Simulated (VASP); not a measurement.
A convergence study with VASP on PbS (rock salt): one setting is varied, all else stays as given below, so the limit is that of these other settings.

```
PbS
1.0
    0.00000     2.97000     2.97000
    2.97000     0.00000     2.97000
    2.97000     2.97000     0.00000
Pb S
1 1
Cartesian
  0.00000   0.00000   0.00000
  2.97000   2.97000   2.97000
```

The numbers are results of PBE GGA, VASP's PBE PAW potentials (set 64) (plane waves; VASP), not measurements. The tightest run used: 600 eV cut-off, 7×7×7 Γ-centred mesh, Gaussian smearing of 0.010 eV, potentials Pb_d S.

The reference is ENCUT = 600, which took about 6 core-minutes. The timings are rough (shared machines, no repeats); factors under 2 mean little.

**Question.** Of the settings ENCUT = 200; ENCUT = 300; ENCUT = 400; ENCUT = 500; ENCUT = 600, which is the lowest that keeps the difference from the reference in highest Γ mode (cm⁻¹) within 2 from there on, and what does it cost?

**Answer.** ENCUT = 300; its cost over the reference is about 1/3.
```csv
setting,difference in highest Γ mode (cm⁻¹),cost over the reference
ENCUT = 200,7.7,about 1/5
ENCUT = 300,0.1,about 1/3
ENCUT = 400,0.3,about 1/2
ENCUT = 500,0.2,within a factor of 2
ENCUT = 600,0.0,reference
```

Left out are rungs that failed or repeat a setting and relaxations that didn't move; long series are thinned to 24 rows.

The compound is PbS in the rock salt structure. The cell was not relaxed at this level.
